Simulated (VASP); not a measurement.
Consider the following.

```
ZrS2
1.0
    1.80671    -3.12931     0.00000
    1.80671     3.12931     0.00000
    0.00000     0.00000     6.39810
Zr S
1 2
Direct
  0.00000   0.00000   0.00000
  0.33333   0.66667   0.22156
  0.66667   0.33333   0.77844
```

Calculation: PW91 GGA, VASP's PBE PAW potentials (set 64) (plane waves; VASP 6.6.1). Numerical set-up: 520 eV cut-off, 7×7×4 Γ-centred mesh, Gaussian smearing of 0.050 eV, potentials Zr_sv S.

Without a dispersion term in the relaxation, distances and binding between the weakly bound layers, chains or molecules are unreliable, and so is what depends on them.

The ions and cell shape at fixed volume are relaxed. What does this cell relax into?

```
ZrS2
1.0
    1.83894    -3.18514     0.00000
    1.83894     3.18514     0.00000
    0.00000     0.00000     6.17578
Zr S
1 2
Direct
  0.00000   0.00000   0.00000
  0.33333   0.66667   0.23488
  0.66667   0.33333   0.76512
```
Space group P-3m1 (164), at a tolerance of 0.03 Å.

How much energy does the relaxation gain?

The energy (σ→0) changes by -23.7 meV/atom, in 7 ionic steps.

```json
[
 {"step": "1", "E(σ→0) (eV)": "-21.4073", "max force (eV/Å)": "0.768", "pressure (GPa)": "5.72", "volume (Å³)": "72.35"},
 {"step": "2", "E(σ→0) (eV)": "-21.4517", "max force (eV/Å)": "0.350", "pressure (GPa)": "3.49", "volume (Å³)": "72.35"},
 {"step": "3", "E(σ→0) (eV)": "-21.4673", "max force (eV/Å)": "0.101", "pressure (GPa)": "1.11", "volume (Å³)": "72.35"},
 {"step": "4", "E(σ→0) (eV)": "-21.4767", "max force (eV/Å)": "0.050", "pressure (GPa)": "0.64", "volume (Å³)": "72.35"},
 {"step": "5", "E(σ→0) (eV)": "-21.4782", "max force (eV/Å)": "0.024", "pressure (GPa)": "0.36", "volume (Å³)": "72.35"},
 {"step": "6", "E(σ→0) (eV)": "-21.4782", "max force (eV/Å)": "0.023", "pressure (GPa)": "0.35", "volume (Å³)": "72.35"},
 {"step": "7", "E(σ→0) (eV)": "-21.4783", "max force (eV/Å)": "0.006", "pressure (GPa)": "0.43", "volume (Å³)": "72.35"}
]
```

The compound is ZrS2 in the 1T layered structure. This cell is one point of a volume scan, at 0.94 of the reference volume. Symmetry was kept, so distortions that lower it aren't found.
